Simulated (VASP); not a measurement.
A run of VASP 6.6.1 is set up as follows.

INCAR

```
SYSTEM = Ag
ALGO = Normal
DIPOL = 0.5 0.5 0.500
EDIFF = 1E-6
EDIFFG = -0.02
ENCUT = 520
GGA = PE
IBRION = 2
IDIPOL = 3
ISIF = 2
ISMEAR = 1
KPAR = 2
LASPH = .True.
LCHARG = .False.
LDIPOL = .True.
LREAL = .False.
LWAVE = .False.
NELM = 80
NSW = 80
PREC = Accurate
SIGMA = 0.1
```

KPOINTS

```
k-points
0
Gamma
  13 9 1
  0 0 0
```

POSCAR

```
Ag
1.0
    2.9314808700      0.0000000000      0.0000000000
    0.0000000000      4.1457400000      0.0000000000
    0.0000000000      0.0000000000     19.3972213000
Ag
4
Direct
    0.5000000000      0.5000000000      0.3866533200
    0.0000000000      0.0000000000      0.4622177700
    0.5000000000      0.5000000000      0.5377822300
    0.0000000000      0.0000000000      0.6133466800
```

Potentials or basis: VASP PAW PBE potentials, release 64 (Ag).

Launch:

```sh
$ cat potpaw_PBE.64/Ag/POTCAR > POTCAR
$ mpirun -np 2 vasp_std > vasp.out
```

Question: Estimate the band gap on the k mesh.

Answer: None (metal or under the smearing width).

Question: Estimate the energy gained by relaxing.

Answer: 14.1 meV/atom.

Step by step:
```tsv
step	energy change (eV)	largest force (eV/Å)	pressure (GPa)
1	0.0000	0.3320	-1.05
2	-0.0156	0.2899	-0.98
3	-0.0472	0.1594	-0.71
4	-0.0380	0.2184	0.01
5	-0.0556	0.0485	-0.44
6	-0.0556	0.0547	-0.43
7	-0.0562	0.0328	-0.39
8	-0.0565	0.0063	-0.34
```
